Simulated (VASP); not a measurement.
Data:

```
CuNi
1.0
    1.23471     0.71286     4.06572
   -1.23471     0.71286     4.06572
    0.00000    -1.42572     4.06572
Cu Ni
1 1
Direct
  0.00000   0.00000   0.00000
  0.50000   0.50000   0.50000
```

Method: PBEsol GGA, VASP's PBE PAW potentials (set 64) (plane waves; VASP). Numerical set-up: 400 eV cut-off, Gaussian smearing of 0.050 eV, potentials Cu Ni.

Task: Give the energies of bands 1 to 12 at the high-symmetry points, in eV from the Fermi level.

Result: 
| band | Γ | T | H2 | L | S0 | F |
|---|---|---|---|---|---|---|
| 1 | -9.40 | -7.42 | -3.96 | -4.57 | -3.89 | -4.99 |
| 2 | -4.95 | -6.86 | -3.72 | -3.91 | -3.75 | -4.78 |
| 3 | -2.90 | -3.26 | -3.71 | -3.82 | -3.59 | -4.16 |
| 4 | -2.90 | -2.82 | -3.55 | -3.05 | -3.59 | -2.61 |
| 5 | -2.32 | -2.82 | -3.10 | -2.88 | -3.17 | -2.40 |
| 6 | -2.31 | -2.19 | -2.06 | -2.24 | -2.11 | -1.33 |
| 7 | -2.31 | -1.93 | -1.53 | -1.87 | -1.52 | -0.83 |
| 8 | -1.31 | -1.93 | -1.29 | -1.32 | -1.26 | -0.59 |
| 9 | -1.31 | -1.63 | -0.91 | -0.85 | -0.94 | -0.31 |
| 10 | -0.66 | -1.63 | -0.32 | 0.13 | -0.36 | -0.10 |
| 11 | -0.23 | -0.46 | 4.39 | 1.73 | 4.29 | 0.14 |
| 12 | -0.23 | -0.46 | 4.86 | 2.41 | 5.13 | 2.18 |

It has no gap at this level: it comes out as a metal or semimetal.

The structure comes from a computed database's CuNi entry (R-3m); how it stands against other phases isn't given here. It was relaxed first. The run is not spin-polarised, so no magnetic state was tried. The electron count is odd and the run is not spin-polarised, which forces a metal.
